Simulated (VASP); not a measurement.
Data:

```
CELL_PARAMETERS angstrom
      4.20036     0.00000     0.00000
      0.00000     4.20036     0.00000
      0.00000     0.00000     4.20036
ATOMIC_POSITIONS crystal
  Ba 0.00000 0.00000 0.00000
  Hf 0.50000 0.50000 0.50000
  O  0.50000 0.00000 0.50000
  O  0.00000 0.50000 0.50000
  O  0.50000 0.50000 0.00000
```

Calculation: PW91 GGA, VASP's PBE PAW potentials (set 64) (plane waves; VASP). Run with 520 eV cut-off, 5×5×5 Γ-centred mesh, Gaussian smearing of 0.050 eV, potentials Ba_sv Hf_pv O.

Problem. Predict the energy per atom (σ→0).

Solution. 
```yaml
energy per atom (σ→0): -8.771 eV/atom
```

Total energies compare only between runs with the same potentials, cut-off and functional.

The compound is BaHfO3 in the cubic perovskite structure. It was relaxed first. The start is the result of an earlier pass.
